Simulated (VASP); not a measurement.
Computed with PBE GGA with D4 dispersion, VASP's PBE PAW potentials (set 64) (plane waves; VASP).

VASP input:

File POSCAR:
```
FePt
1
    2.7042186174    -0.0000000000     0.0000000000
   -0.0000000000     2.7042186174     0.0000000000
   -0.0000000000    -0.0000000000     3.7272984433
Fe Pt
1 1
Direct
  1.0000000000   0.0000000000   0.0000000000
  0.5000000000   0.5000000000   0.5000000000
```

**INCAR**
```
SYSTEM = FePt
PREC = Accurate; ENCUT = 520; LREAL = .False.
LASPH = .True.; ICHARG = 11
EDIFF = 1E-7; NELM = 100; ALGO = Normal
LMAXMIX = 6
ISMEAR = 0; SIGMA = 0.05
GGA = PE; IVDW = 13
MAGMOM = 2.9 0.3
ISPIN = 2
LWAVE = .False.; LCHARG = .False.; LORBIT = 11
```

KPOINTS:
```
k-points along high-symmetry lines
10
Line-mode
Reciprocal
  0.000000   0.000000   0.000000 ! GAMMA
  0.000000   0.500000   0.000000 ! X

  0.000000   0.500000   0.000000 ! X
  0.500000   0.500000   0.000000 ! M

  0.500000   0.500000   0.000000 ! M
  0.000000   0.000000   0.000000 ! GAMMA

  0.000000   0.000000   0.000000 ! GAMMA
  0.000000   0.000000   0.500000 ! Z

  0.000000   0.000000   0.500000 ! Z
  0.000000   0.500000   0.500000 ! R

  0.000000   0.500000   0.500000 ! R
  0.500000   0.500000   0.500000 ! A

  0.500000   0.500000   0.500000 ! A
  0.000000   0.000000   0.500000 ! Z

  0.000000   0.500000   0.000000 ! X
  0.000000   0.500000   0.500000 ! R

  0.500000   0.500000   0.000000 ! M
  0.500000   0.500000   0.500000 ! A
```

POTCAR, in this order: Fe Pt (PBE.64 set). Program: vasp_std. Read from the step before: CHGCAR.

The resulting files:

File OUTCAR:
```
 ion  position               nearest neighbor table
   1  0.000  0.000  0.000-   2 2.67   2 2.67   2 2.67   2 2.67   2 2.67   2 2.67   2 2.67   2 2.67
  LATTYP: Found a simple tetragonal cell.
 ALAT       =     2.7042186174
 C/A-ratio  =     1.3783273362
 Subroutine PRICEL returns:
 Original cell was already a primitive cell.
 Subroutine GETGRP returns: Found 16 space group operations
The static configuration has the point symmetry D_4h.
The dynamic configuration has the point symmetry D_4h.
The overall configuration has the point symmetry D_4h.
 Subroutine INISYM returns: Found 16 space group operations
   k-points           NKPTS =     90   k-points in BZ     NKDIM =     90   number of bands    NBANDS=     15
   number of dos      NEDOS =    301   number of ions     NIONS =      2
   total plane-waves  NPLWV =  11200
   dimension x,y,z NGX =    20 NGY =   20 NGZ =   28
   dimension x,y,z NGXF=    40 NGYF=   40 NGZF=   56
   ions per type =               1   1
   PREC   = accura    normal or accurate (medium, high low for compatibility)
   ISTART =      0    job   : 0-new  1-cont  2-samecut
   ICHARG =     11    charge: 1-file 2-atom 10-const
   ISPIN  =      2    spin polarized calculation?
   LNONCOLLINEAR =      F non collinear calculations
   LSORBIT =      F    spin-orbit coupling
   INIWAV =      1    electr: 0-lowe 1-rand  2-diag
   ENCUT  =  520.0 eV  38.22 Ry    6.18 a.u.   5.03  5.03  6.93*2*pi/ulx,y,z
   NELM   =    100;   NELMIN=  2; NELMDL= -5     # of ELM steps
   EDIFF  = 0.1E-06   stopping-criterion for ELM
   LREAL  =      F    real-space projection
   NLSPLINE    = F    spline interpolate recip. space projectors
   LMAXMIX     =    6 max onsite mixed and CHGCAR
   VOSKOWN=      0    Vosko Wilk Nusair interpolation
   EDIFFG = 0.1E-05   stopping-criterion for IOM
   NSW    =      0    number of steps for IOM
   NBLOCK =      1;   KBLOCK =      1    inner block; outer block
   IBRION =     -1    ionic relax: 0-MD 1-quasi-New 2-CG
   NFREE  =      0    steps in history (QN), initial steepest desc. (CG)
   ISIF   =      2    stress and relaxation
   ISYM   =      2    0-nonsym 1-usesym 2-fastsym
   TEIN   =    0.0    initial temperature
...
```

File OSZICAR:
```
       N       E                     dE             d eps       ncg     rms          rms(c)
DAV:   1     0.930692488860E+02    0.93069E+02   -0.89555E+03  5576   0.135E+03
DAV:   2    -0.106618706884E+02   -0.10373E+03   -0.93086E+02  5596   0.257E+02
DAV:   3    -0.138139650555E+02   -0.31521E+01   -0.30604E+01  6660   0.539E+01
DAV:   4    -0.138472205043E+02   -0.33255E-01   -0.33244E-01  6600   0.474E+00
DAV:   5    -0.138481597600E+02   -0.93926E-03   -0.93922E-03  7003   0.866E-01
DAV:   6    -0.138482058344E+02   -0.46074E-04   -0.46073E-04  7227   0.153E-01
DAV:   7    -0.138482073978E+02   -0.15634E-05   -0.15642E-05  7132   0.271E-02
DAV:   8    -0.138482074744E+02   -0.76594E-07   -0.76496E-07  5824   0.463E-03
   1 F= -.14922828E+02 E0= -.14921856E+02  d E =-.194357E-02  mag=     3.2234
```

**OUTCAR**
```



 magnetization (x)

# of ion       s       p       d       tot
------------------------------------------
    1        0.016   0.006   2.952   2.974
    2       -0.017  -0.041   0.444   0.387
--------------------------------------------------
tot         -0.001  -0.034   3.397   3.361
```
(Selected blocks of OUTCAR.)

**OUTCAR**
```
 val. band max:        9.1379294247   @ k =   0.2778   0.2778   0.0000

 cond. band min:       9.1456611038   @ k =   0.0556   0.0556   0.5000



 spin component 1

 k-point     1 :       0.0000    0.0000    0.0000
  band No.  band energies     occupation
      1      -0.8165      1.00000
      2       2.4256      1.00000
      3       2.5917      1.00000
      4       5.4259      1.00000
      5       5.4259      1.00000
      6       5.9247      1.00000
      7       6.7967      1.00000
      8       6.9296      1.00000
      9       8.3785      1.00000
     10       8.5094      1.00000
     11       8.5094      1.00000
     12      11.0427      0.00000
     13      18.6233      0.00000
     14      20.7429      0.00000
     15      20.7429      0.00000

 k-point     2 :       0.0000    0.0556    0.0000
  band No.  band energies     occupation
      1      -0.7339      1.00000
      2       2.4734      1.00000
      3       2.6452      1.00000
      4       5.3905      1.00000
      5       5.4493      1.00000
      6       5.9476      1.00000
      7       6.7765      1.00000
      8       6.9286      1.00000
      9       8.2187      1.00000
     10       8.3023      1.00000
     11       8.4882      1.00000
     12      11.4102      0.00000
     13      18.5663      0.00000
     14      20.2966      0.00000
     15      20.8964      0.00000

 k-point     3 :       0.0000    0.1111    0.0000
  band No.  band energies     occupation
      1      -0.4919      1.00000
      2       2.5934      1.00000
      3       2.8224      1.00000
      4       5.2862      1.00000
      5       5.5188      1.00000
      6       6.0069      1.00000
      7       6.7187      1.00000
      8       6.9345      1.00000
      9       7.6264      1.00000
     10       8.0905      1.00000
     11       8.4251      1.00000
     12      12.2360      0.00000
     13      18.2533      0.00000
     14      19.4129      0.00000
...
```

The density is held fixed in this step, so its total energy and stress have no physical meaning. Unless said otherwise, spin-orbit coupling is left out, though it shifts the bands of the heavy elements here.

The compound is FePt in the L1_0 structure. It was relaxed first.
